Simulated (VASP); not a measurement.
Here is the system:

```xyz
4
Lattice="1.6537 -5.2560 0.0000 1.6537 5.2560 0.0000 0.0000 0.0000 4.3309" Properties=species:S:1:pos:R:3 pbc="T T T"
P      1.6537     4.1845     3.9929
P      1.6537     1.0716     1.8275
P      1.6537    -1.0716     2.5035
P      1.6537    -4.1845     0.3380
```

Level of theory: revTPSS meta-GGA, VASP's PBE PAW potentials (set 64) (plane waves; VASP). Run with 520 eV cut-off, 11×11×8 Γ-centred mesh, tetrahedra with Blöchl corrections, potentials P.

The cores are frozen, which limits the accuracy of field gradients. Without a dispersion term in the relaxation, distances and binding between the weakly bound layers, chains or molecules are unreliable, and so is what depends on them.

### Question
Give the principal components of the electric field gradient (V/Å²) and the asymmetry η at each nucleus.

### Answer

```
atom   Vxx   Vyy    Vzz     η
----  ----  ----  -----  ----
P1    39.1  34.1  -73.3  0.07
P2    39.1  34.1  -73.3  0.07
P3    39.1  34.1  -73.3  0.07
P4    39.1  34.1  -73.3  0.07
```

The compound is P in the black structure. It was relaxed first.
